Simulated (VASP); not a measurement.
Set up this calculation in VASP 6.6.1, as the native input.

```
Task                   : relaxation of cell and atoms
Functional             : PBE
Potentials or basis    : VASP PAW PBE potentials, release 64 (Ta_pv, Pb_d, O)
Cutoff                 : 520 eV
k mesh                 : 6 × 6 × 10
Occupations            : gaussian, width 0.1 eV
Spin                   : no spin polarisation
Further INCAR settings : ALGO = Normal; EDIFF = 1e-07; IBRION = 2; POTIM = 0.3; EDIFFG = -0.005; NSW = 60; ISIF = 3
```

The structure of TaPbO4 lies in POSCAR:

```
TaPbO4                                  
1.0
    3.6151125448     -3.7121365599      0.0000000000
    3.6151125448      3.7121365599      0.0000000000
    0.0000000000      0.0000000000      3.2304721076
  Ta              Pb              O             
     1     1     4
Direct
     0.0000000000000000    0.0000000000000000    0.0000000000000000
     0.5000000000000000    0.5000000000000000    0.5000000000000000
     0.7271779026709437    0.7271779026709437    1.0000000000000000
     0.2728220973290563    0.2728220973290563    0.0000000000000000
     0.8296654473732770    0.1703345526267231    0.5000000000000000
     0.1703345526267231    0.8296654473732770    0.5000000000000000
```

The cell was built by a generator and needn't be a form met in nature.

The input as run:

INCAR

```
PREC = Accurate
ENCUT = 520
EDIFF = 1E-7
ISMEAR = 0
SIGMA = 0.1
LREAL = False
LASPH = True
NELM = 120
ALGO = Normal
ISIF = 3
LWAVE = False
LCHARG = False
GGA = PE
IBRION = 2
NSW = 60
EDIFFG = -0.005
POTIM = 0.3
KPAR = 4
```

KPOINTS

```
regular mesh
0
Gamma
  6 6 10
```

Potentials or basis: VASP PAW PBE potentials, release 64 (Ta_pv, Pb_d, O).

Run with:

```sh
$ cat potpaw_PBE.64/Ta_pv/POTCAR potpaw_PBE.64/Pb_d/POTCAR potpaw_PBE.64/O/POTCAR > POTCAR
$ mpirun -np 4 vasp_std > vasp.out
```

Results of the run:

The energy gained by relaxing is 0.0 meV/atom, the ionic steps are 2 and the pressure after relaxing is 0.0 GPa. The largest force after relaxing is 0.004 eV/Å. The band gap on the k mesh is none (metal or under the smearing width).

Caveat: an odd number of electrons without spin polarisation forces a metal; a magnetic or distorted state may lie lower.

Wall time 32 s on 4 MPI ranks on Intel(R) Xeon(R) 6975P-C (Granite Rapids), with other jobs on the host, peak memory 0.33 GiB a rank.
